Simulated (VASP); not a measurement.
```
CELL_PARAMETERS angstrom
      0.00000     3.01044     3.01044
      3.01044     0.00000     3.01044
      3.01044     3.01044     0.00000
ATOMIC_POSITIONS crystal
  Sn 0.00000 0.00000 0.00000
  Se 0.50000 0.50000 0.50000
```

The numbers are results of LDA (Ceperley-Alder, Perdew-Zunger), VASP's LDA PAW potentials (set 64) (plane waves; VASP), not measurements. Settings: 400 eV cut-off, 7×7×7 Γ-centred mesh, Gaussian smearing of 0.050 eV, potentials Sn_d Se.

Energy and stress use the plane-wave basis of the starting cell.

The ions, cell shape and volume are relaxed. Give the cell that the relaxation ends in.

```
CELL_PARAMETERS angstrom
      0.00000     2.94855     2.94855
      2.94855     0.00000     2.94855
      2.94855     2.94855     0.00000
ATOMIC_POSITIONS crystal
  Sn 0.00000 0.00000 0.00000
  Se 0.50000 0.50000 0.50000
```
Space group Fm-3m (225), at a tolerance of 0.03 Å.

How do energy and volume change from the first to the last step?

The energy (σ→0) changes by -17.7 meV/atom and the volume by -6.0 %, in 3 ionic steps.

The structure comes from a computed database's SnSe entry (Fm-3m); how it stands against other phases isn't given here. This run relaxes it. Symmetry was kept, so distortions that lower it aren't found.
